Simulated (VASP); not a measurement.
Output of a VASP run:

### OUTCAR
```
 ion  position               nearest neighbor table
   1  0.000  0.000  0.000-   2 2.57   2 2.57   2 2.57   2 2.57
   2  0.750  0.750  0.750-   1 2.57   1 2.57   1 2.57   1 2.57
  LATTYP: Found a face centered cubic cell.
 ALAT       =     5.9338141642
 Subroutine PRICEL returns:
 Original cell was already a primitive cell.
 Subroutine GETGRP returns: Found 24 space group operations
The static configuration has the point symmetry T_d .
The dynamic configuration has the point symmetry T_d .
 Subroutine INISYM returns: Found 24 space group operations
 Subroutine IBZKPT returns following result:
 Found     20 irreducible k-points:

 Following reciprocal coordinates:
            Coordinates               Weight
  0.000000  0.000000  0.000000      1.000000
  0.142857  0.000000  0.000000      8.000000
  0.285714  0.000000  0.000000      8.000000
  0.428571  0.000000  0.000000      8.000000
  0.142857  0.142857  0.000000      6.000000
  0.285714  0.142857  0.000000     24.000000
  0.428571  0.142857  0.000000     24.000000
 -0.428571  0.142857  0.000000     24.000000
 -0.285714  0.142857  0.000000     24.000000
 -0.142857  0.142857  0.000000     12.000000
  0.285714  0.285714  0.000000      6.000000
  0.428571  0.285714  0.000000     24.000000
 -0.428571  0.285714  0.000000     24.000000
 -0.285714  0.285714  0.000000     12.000000
  0.428571  0.428571  0.000000      6.000000
 -0.428571  0.428571  0.000000     12.000000
  0.428571  0.285714  0.142857     24.000000
 -0.428571  0.285714  0.142857     48.000000
 -0.428571  0.428571  0.142857     24.000000
 -0.285714  0.428571  0.142857     24.000000
   k-points           NKPTS =     20   k-points in BZ     NKDIM =     20   number of bands    NBANDS=     13
   number of dos      NEDOS =    301   number of ions     NIONS =      2
   total plane-waves  NPLWV =  27000
   dimension x,y,z NGX =    30 NGY =   30 NGZ =   30
   dimension x,y,z NGXF=    60 NGYF=   60 NGZF=   60
   ions per type =               1   1
   PREC   = accura    normal or accurate (medium, high low for compatibility)
   ISTART =      0    job   : 0-new  1-cont  2-samecut
   ICHARG =      2    charge: 1-file 2-atom 10-const
   ISPIN  =      1    spin polarized calculation?
   LNONCOLLINEAR =      F non collinear calculations
   LSORBIT =      F    spin-orbit coupling
   INIWAV =      1    electr: 0-lowe 1-rand  2-diag
   ENCUT  =  480.0 eV  35.28 Ry    5.94 a.u.   7.50  7.50  7.50*2*pi/ulx,y,z
   NELM   =    100;   NELMIN=  2; NELMDL= -5     # of ELM steps
   EDIFF  = 0.1E-05   stopping-criterion for ELM
   LREAL  =      F    real-space projection
   NLSPLINE    = F    spline interpolate recip. space projectors
   LMAXMIX     =    4 max onsite mixed and CHGCAR
   VOSKOWN=      0    Vosko Wilk Nusair interpolation
   EDIFFG = -.1E-01   stopping-criterion for IOM
   NSW    =     60    number of steps for IOM
   NBLOCK =      1;   KBLOCK =     60    inner block; outer block
   IBRION =      2    ionic relax: 0-MD 1-quasi-New 2-CG
   NFREE  =      1    steps in history (QN), initial steepest desc. (CG)
   ISIF   =      3    stress and relaxation
   ISYM   =      2    0-nonsym 1-usesym 2-fastsym
   TEIN   =    0.0    initial temperature
   TEBEG  =    0.0;   TEEND  =   0.0 temperature during run
   SMASS  =  -3.00    Nose mass-parameter (am)
   PSTRESS=    0.0 pullay stress
   NELECT =      18.0000    total number of electrons
   EFERMI =   0.00;   METHOD = LEGACY
   ISMEAR =     0;   SIGMA  =   0.05  broadening in eV -4-tet -1-fermi 0-gaus
   IALGO  =     38    algorithm
   LDIAG  =      T    sub-space diagonalisation (order eigenvalues)
   IMIX   =      4    mixing-type and parameters
     AMIX     =   0.40;   BMIX     =  1.00
     AMIX_MAG =   1.60;   BMIX_MAG =  1.00
     AMIN     =   0.10
   GGA     = PE    functional components
   VOSKOWN =     0    Vosko Wilk Nusair interpolation
   LHFCALC =     F    Hartree Fock is set to
   LHFONE  =     F    Hartree Fock one center treatment
...
```

### OSZICAR
```
       N       E                     dE             d eps       ncg     rms          rms(c)
DAV:   1     0.104230369855E+03    0.10423E+03   -0.87794E+03   520   0.118E+03
DAV:   2    -0.223370767704E+01   -0.10646E+03   -0.10276E+03   625   0.288E+02
DAV:   3    -0.666857404784E+01   -0.44349E+01   -0.44249E+01   615   0.619E+01
DAV:   4    -0.670041069360E+01   -0.31837E-01   -0.31832E-01   595   0.519E+00
DAV:   5    -0.670090188555E+01   -0.49119E-03   -0.49119E-03   620   0.625E-01    0.753E+00
DAV:   6    -0.616365678536E+01    0.53725E+00   -0.10831E+00   711   0.138E+01    0.603E+00
DAV:   7    -0.614641660367E+01    0.17240E-01   -0.20213E-01   540   0.359E+00    0.307E+00
DAV:   8    -0.614658852832E+01   -0.17192E-03   -0.18921E-02   565   0.205E+00    0.270E-01
DAV:   9    -0.614641811343E+01    0.17041E-03   -0.25530E-03   605   0.814E-01    0.706E-02
DAV:  10    -0.614659020759E+01   -0.17209E-03   -0.29862E-04   550   0.171E-01    0.826E-02
DAV:  11    -0.614667833654E+01   -0.88129E-04   -0.13683E-04   558   0.123E-01    0.162E-02
DAV:  12    -0.614666637419E+01    0.11962E-04   -0.44477E-05   656   0.956E-02    0.829E-03
DAV:  13    -0.614666763683E+01   -0.12626E-05   -0.47872E-06   540   0.156E-02    0.628E-03
DAV:  14    -0.614666750513E+01    0.13170E-06   -0.15614E-07   355   0.299E-03
   1 F= -.61466675E+01 E0= -.61466675E+01  d E =-.614667E+01
       N       E                     dE             d eps       ncg     rms          rms(c)
DAV:   1    -0.614705391522E+01   -0.38628E-03   -0.78129E-03   560   0.120E+00    0.148E-01
DAV:   2    -0.614672130137E+01    0.33261E-03   -0.83155E-04   575   0.463E-01    0.522E-02
DAV:   3    -0.614668502123E+01    0.36280E-04   -0.10124E-04   565   0.120E-01    0.441E-02
DAV:   4    -0.614667883469E+01    0.61865E-05   -0.52021E-06   540   0.256E-02    0.961E-03
DAV:   5    -0.614667752315E+01    0.13115E-05   -0.10463E-06   285   0.164E-02    0.253E-03
DAV:   6    -0.614667738732E+01    0.13583E-06   -0.22988E-07   270   0.671E-03
   2 F= -.61466774E+01 E0= -.61466774E+01  d E =-.988220E-05
```

File OUTCAR:
```
------------------------ aborting loop because EDIFF is reached ----------------------------------------
  FORCE on cell =-STRESS in cart. coord.  units (eV):
  Direction    XX          YY          ZZ          XY          YZ          ZX
  --------------------------------------------------------------------------------------
  Total       -0.0042229     -0.0042229     -0.0042229      0.0000000      0.0000000     -0.0000000
  in kB       -0.1293403     -0.1293403     -0.1293403      0.0000000      0.0000000     -0.0000000
  external PRESSURE =      -0.1293403 kB  Pullay stress =       0.0000000 kB
  volume of cell :       52.31
      direct lattice vectors                 reciprocal lattice vectors
     0.000000000  2.968385501  2.968385501    -0.168441734  0.168441734  0.168441734
     2.968385501  0.000000000  2.968385501     0.168441734 -0.168441734  0.168441734
     2.968385501  2.968385501  0.000000000     0.168441734  0.168441734 -0.168441734
  FREE ENERGIE OF THE ION-ELECTRON SYSTEM (eV)
  ---------------------------------------------------
  free  energy   TOTEN  =        -6.1466773873 eV

  energy  without entropy=       -6.1466773873  energy(sigma->0) =       -6.14667739

 reached required accuracy - stopping structural energy minimisation
```
(Selected blocks of OUTCAR.)

File POSCAR:
```
CdS
1
   -0.0000000000     2.9669070821     2.9669070821
    2.9669070821     0.0000000000     2.9669070821
    2.9669070821     2.9669070821    -0.0000000000
Cd S
1 1
Direct
  0.0000000000   0.0000000000   0.0000000000
  0.7500000000   0.7500000000   0.7500000000
```

Reconstruct the remaining input files.

One answer among several that fit: the input of the run itself, PBE GGA, plane waves, VASP's PBE PAW potentials (set 64).

INCAR:
```
! general
SYSTEM =CdS
PREC   =Accurate
ENCUT  =480   ! plane-wave cut-off (eV)
LREAL  =F
LASPH  =T   ! aspherical one-centre terms

! electronic loop
EDIFF  =1E-6
NELM   =100
ALGO   =Normal   ! blocked Davidson
LMAXMIX=4   ! l cut-off of mixed one-centre charges

! smearing
ISMEAR =0
SIGMA  =0.05

! functional
GGA    =PE

! ions
IBRION =2
NSW    =60
ISIF   =3   ! ions, shape and volume
EDIFFG =-0.01

! output
LWAVE  =F
LCHARG =F
```

### KPOINTS
```
Automatic mesh
0
Gamma
7 7 7
0 0 0
```

POTCAR, in this order: Cd S (PBE.64 set). Program: vasp_std.

The compound is CdS in the zinc blende structure, a metastable form; wurtzite is the usual one. This run relaxes it. Symmetry was kept, so distortions that lower it aren't found. The start is the result of an earlier pass.
